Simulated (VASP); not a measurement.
Input:

```yaml
crystal:
  lattice:
    - [5.08466, 0.00000, 0.00000]
    - [0.00000, 5.16649, 0.00000]
    - [0.00000, 0.00000, 4.89268]
  atoms:
    - { symbol: Hf, position: [0.27746, 0.28190, 0.72793] }
    - { symbol: Hf, position: [0.72254, 0.71810, 0.72793] }
    - { symbol: Hf, position: [0.77746, 0.21810, 0.27207] }
    - { symbol: Hf, position: [0.22254, 0.78190, 0.27207] }
    - { symbol: O, position: [0.50000, 0.50000, 0.42471] }
    - { symbol: O, position: [0.00000, 0.00000, 0.57529] }
    - { symbol: O, position: [0.50000, 0.00000, 0.51088] }
    - { symbol: O, position: [0.00000, 0.50000, 0.48912] }
    - { symbol: O, position: [0.31328, 0.66350, 0.89561] }
    - { symbol: O, position: [0.68672, 0.33650, 0.89561] }
    - { symbol: O, position: [0.81328, 0.83650, 0.10439] }
    - { symbol: O, position: [0.18672, 0.16350, 0.10439] }
```

These are r2SCAN meta-GGA, VASP's PBE PAW potentials (set 64) (plane waves; VASP) values and carry that method's errors. Numerical set-up: 520 eV cut-off, 5×5×5 Γ-centred mesh, tetrahedra with Blöchl corrections, potentials Hf_pv O.

The cores are frozen, which limits the accuracy of field gradients.

Task: Give the principal components of the electric field gradient (V/Å²) and the asymmetry η at each nucleus.

Result: 
```csv
atom,Vxx,Vyy,Vzz,η
Hf1,-138.9,-48.1,187.0,0.49
Hf2,-138.9,-48.1,187.0,0.49
Hf3,-138.9,-48.1,187.0,0.49
Hf4,-138.9,-48.1,187.0,0.49
O5,18.6,4.1,-22.8,0.64
O6,18.6,4.1,-22.8,0.64
O7,11.3,1.3,-12.5,0.80
O8,11.3,1.3,-12.5,0.80
O9,39.4,11.8,-51.1,0.54
O10,39.4,11.8,-51.1,0.54
O11,39.4,11.8,-51.1,0.54
O12,39.4,11.8,-51.1,0.54
```

The structure comes from a computed database's HfO2 entry (P2_12_12); how it stands against other phases isn't given here. It was relaxed first.
